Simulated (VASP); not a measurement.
Computed with vdW-DF-cx, VASP's PBE PAW potentials (set 64) (plane waves; VASP). For the first row: Run with 520 eV cut-off, 13×13×13 Γ-centred mesh, first-order Methfessel-Paxton smearing of 0.10 eV, potentials Si Mo_sv.

| system | energy (eV/atom) |
|---|---|
| MoSi$_{2}$ (MoSi2 type) | -6.2521 |
| Si (diamond) | -4.3648 |
| Mo (bcc) | -8.4126 |

The references are the elements' solids at the same level; no temperature or zero-point terms are added.

**Question.** What is the formation energy per atom of MoSi2?

**Answer.** The references average (2×(-4.3648) + 1×(-8.4126))/3 = -5.7141 eV, so the formation energy is -6.2521 − (-5.7141) = -0.538 eV/atom.
